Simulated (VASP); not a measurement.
# FeAu (R-3m) in VASP: single point with PBEsol

Aim: the single point of FeAu with PBEsol.

All numbers are computed with VASP 6.6.1; they aren't measurements. Logs are shortened: lines on timing, memory, paths and dates and some standing lists are left out, and cuts for length are marked.

### Step 1. The crystal as given

Symmetry: R-3m, No. 166, trigonal system. The conventional cell has a = 2.823 Å, b = 2.823 Å, c = 13.408 Å, α = 90.00°, β = 90.00°, γ = 120.00°. Fe (site symmetry -3m) has 6 Au at 2.77 Å and 6 Fe at 2.82 Å as nearest neighbours. Au (site symmetry -3m) has 6 Fe at 2.77 Å and 6 Au at 2.82 Å as nearest neighbours.

The cell comes from a database or a generator and needn't be the stable form of this composition.

### Step 2. Single point, PBEsol, collinear spin, typed start

The input, INCAR:

```
ALGO     = Normal         # electronic algorithm
EDIFF    = 1E-6           # SCF threshold, eV
ENCUT    = 520            # plane-wave cutoff, eV
GGA      = PS             # functional
ISIF     = 2              # what is computed and relaxed
ISMEAR   = 0              # smearing method
ISPIN    = 2              # spin polarisation
LASPH    = True           # aspherical terms in the spheres
LCHARG   = True           # write CHGCAR
LELF     = True           # ELF
LMAXMIX  = 4              # l up to which the mixer works
LORBIT   = 11             # projections on sites
LREAL    = False          # projectors in reciprocal space
LVHAR    = True         
LWAVE    = False          # write WAVECAR
MAGMOM   = 4 0            # initial moments
NBANDS   = 20             # bands
NELM     = 150            # most SCF steps
PREC     = Accurate       # precision mode
SIGMA    = 0.1            # smearing width, eV
```

The input, KPOINTS:

```
k-points
0
Gamma
  9 9 9
```

The input, POSCAR:

```
FeAu
1.0
    1.4117478522      0.8150730025      4.4694532999
   -1.4117478522      0.8150730025      4.4694532999
    0.0000000000     -1.6301460050      4.4694532999
Fe Au
1 1
Direct
    0.5000000000      0.5000000000      0.5000000000
    0.0000000000      0.0000000000      0.0000000000
```

Potentials or basis: VASP PAW PBE potentials, release 64 (Fe, Au).

Started as:

```sh
> cat potpaw_PBE.64/Fe/POTCAR potpaw_PBE.64/Au/POTCAR > POTCAR
> mpirun -np 1 vasp_std > vasp.out
```

OUTCAR:

```text
EDIFF = 1E-6
   ENCUT = 520
   GGA = PS
   ISIF = 2
   ISMEAR = 0
   ISPIN = 2
   LASPH = True
   LORBIT = 11
   LREAL = False
   NELM = 150
   PREC = Accurate

 ion  position               nearest neighbor table
   1  0.500  0.500  0.500-   2 2.77   2 2.77   2 2.77   2 2.77   2 2.77   2 2.77
   2  0.000  0.000  0.000-   1 2.77   1 2.77   1 2.77   1 2.77   1 2.77   1 2.77

  LATTYP: Found a trigonal (rhomboedric) cell.
 ALAT       =     4.7574561267
 COS(alpha) =     0.8238856747

  Lattice vectors:

 A1 = (   1.4117478522,   0.8150730025,   4.4694532999)
 A2 = (  -1.4117478522,   0.8150730025,   4.4694532999)
 A3 = (   0.0000000000,  -1.6301460050,   4.4694532999)

Analysis of symmetry for initial positions (statically):
=====================================================================
 Subroutine PRICEL returns:
 Original cell was already a primitive cell.

 Routine SETGRP: Setting up the symmetry group for a
 trigonal (rhombohedral) supercell.

 Subroutine GETGRP returns: Found 12 space group operations
 (whereof 12 operations were pure point group operations)
 out of a pool of 12 trial point group operations.

The static configuration has the point symmetry D_3d.

Analysis of symmetry for dynamics (positions and initial velocities):
=====================================================================
 Subroutine PRICEL returns:
 Original cell was already a primitive cell.

 Routine SETGRP: Setting up the symmetry group for a
 trigonal (rhombohedral) supercell.

 Subroutine GETGRP returns: Found 12 space group operations
 (whereof 12 operations were pure point group operations)
 out of a pool of 12 trial point group operations.

The dynamic configuration has the point symmetry D_3d.

Analysis of structural, dynamic, and magnetic symmetry:
=====================================================================
 Subroutine PRICEL returns:
 Original cell was already a primitive cell.

 Routine SETGRP: Setting up the symmetry group for a
 trigonal (rhombohedral) supercell.

 Subroutine GETGRP returns: Found 12 space group operations
 (whereof 12 operations were pure point group operations)
 out of a pool of 12 trial point group operations.

The overall configuration has the point symmetry D_3d.

 Subroutine INISYM returns: Found 12 space group operations
 (whereof 12 operations are pure point group operations),
 and found     1 'primitive' translations

----------------------------------------------------------------------------------------
[... 116 lines left out ...]
  Thomas-Fermi vector in A             =   2.516462
   LORBIT       =     11    0 simple, 1 ext, 2 COOP (PROOUT), +10 PAW based schemes
   GGA     = PS    functional components
   LHFCALC =     F    Hartree Fock is set to
   AEXX    =    0.0000 exact exchange contribution
   IVDW    =     0    specifies the selected vdW correction
   LEPSILON=     F    determine dielectric tensor
   LRPA    =     F    only Hartree local field effects (RPA)
 spin polarized calculation
 Gauss-broadening in eV      SIGMA  =   0.10
  energy-cutoff  :      520.00
  volume of cell :       30.86
 maximum number of plane-waves:       843
   NGX = 17   NGY = 17   NGZ = 17

 number of electron      19.0000004 magnetization       2.8996996

 Free energy of the ion-electron system (eV)
  ---------------------------------------------------
  ext. energy  EPLUGINS =         0.00000000
  ---------------------------------------------------
  free energy    TOTEN  =       -12.29096960 eV

  energy without entropy =      -12.28112951  energy(sigma->0) =      -12.28604955

 E-fermi :   7.3420     XC(G=0): -12.5690

 val. band max:        7.3399639136   @ k =  -0.4444   0.3333   0.3333
 cond. band min:       7.3534784005   @ k =   0.4444   0.3333   0.3333
 fundamental gap:      0.0135144869
 Fermi energy:         7.3419779400

 spin component 1

 k-point     1 :       0.0000    0.0000    0.0000
  band No.  band energies     occupation
      1      -2.2149      1.00000
      2       0.6327      1.00000
      3       2.4070      1.00000
      4       2.4070      1.00000
      5       3.6068      1.00000
      6       3.6068      1.00000
[... 541 lines left out ...]
     19      25.7569      0.00000
     20      25.8430      0.00000

 [... further k-points ...]

 spin component 2

 k-point     1 :       0.0000    0.0000    0.0000
  band No.  band energies     occupation
      1      -2.1318      1.00000
      2       0.7732      1.00000
      3       2.5009      1.00000
      4       2.5009      1.00000
      5       3.9415      1.00000
      6       3.9415      1.00000
[... 541 lines left out ...]
     19      26.1172      0.00000
     20      26.1465      0.00000

 [... further k-points ...]

------------------------ aborting loop because EDIFF is reached ----------------------------------------

  FORCE on cell =-STRESS in cart. coord.  units (eV):
  Direction    XX          YY          ZZ          XY          YZ          ZX
  --------------------------------------------------------------------------------------
  -------------------------------------------------------------------------------------
  Total       -1.8735944     -1.8735944     -1.5000993      0.0000000      0.0000000     -0.0000000
  in kB      -97.2807416    -97.2807416    -77.8881349      0.0000000      0.0000000     -0.0000000
  external PRESSURE =     -90.8165394 kB  Pullay stress =       0.0000000 kB

 VOLUME and BASIS-vectors are now :
 -----------------------------------------------------------------------------
  energy-cutoff  :      520.00
  volume of cell :       30.86
      direct lattice vectors                 reciprocal lattice vectors
     1.411747852  0.815073003  4.469453300     0.354170895  0.204480661  0.074580337
    -1.411747852  0.815073003  4.469453300    -0.354170895  0.204480661  0.074580337
     0.000000000 -1.630146005  4.469453300     0.000000000 -0.408961323  0.074580337

 POSITION                                       TOTAL-FORCE (eV/Angst)
 -----------------------------------------------------------------------------------
      0.00000      0.00000      6.70418         0.000000     -0.000000     -0.000000
      0.00000      0.00000      0.00000        -0.000000      0.000000      0.000000
 -----------------------------------------------------------------------------------
    total drift:                                0.000000     -0.000000      0.000000

  FREE ENERGIE OF THE ION-ELECTRON SYSTEM (eV)
  ---------------------------------------------------
  free  energy   TOTEN  =       -12.2909695970 eV

  energy  without entropy=      -12.2811295095  energy(sigma->0) =      -12.28604955

 total charge

# of ion       s       p       d       tot
------------------------------------------
    1        0.377   0.347   6.109   6.833
    2        0.608   0.455   8.664   9.728
--------------------------------------------------
tot          0.986   0.803  14.773  16.561

 magnetization (x)

# of ion       s       p       d       tot
------------------------------------------
    1       -0.004  -0.018   2.900   2.877
    2       -0.014  -0.035   0.092   0.043
--------------------------------------------------
tot         -0.018  -0.053   2.992   2.920
```

Run time: 89 s. Hardware: 1 thread of Intel Xeon 6975P-C (Granite Rapids), shared host; peak memory 0.3 GiB.

What came out:

- Free energy: -12.2910 eV
- Pressure: -9.1 GPa
- Band gap on the k mesh: none (metal or under the smearing width)
- Net moment: 2.90 μB per cell
- Site moments: Fe +2.88; Au +0.04 μB
- Valence electrons inside the program's atomic spheres: Fe 6.83; Au 9.73

Levels at points of the mesh, in eV from the Fermi level:
Spin up:
```csv
k point,band 7,band 8,band 9,band 10,band 11,band 12,band 13,band 14,band 15,band 16
"(0.00, 0.00, 0.00)",-3.19,-2.25,-2.25,-1.58,-1.58,-0.76,4.12,14.77,17.04,17.68
```
Spin down:
```csv
k point,band 5,band 6,band 7,band 8,band 9,band 10,band 11,band 12
"(0.00, 0.00, 0.00)",-3.40,-3.40,-1.24,-0.63,0.31,0.31,1.22,1.22
```

Caveat: the PAW data sets were made with another functional, which shifts forces and pressure a little. The run has no spin-orbit coupling, so splittings on Au are missing.
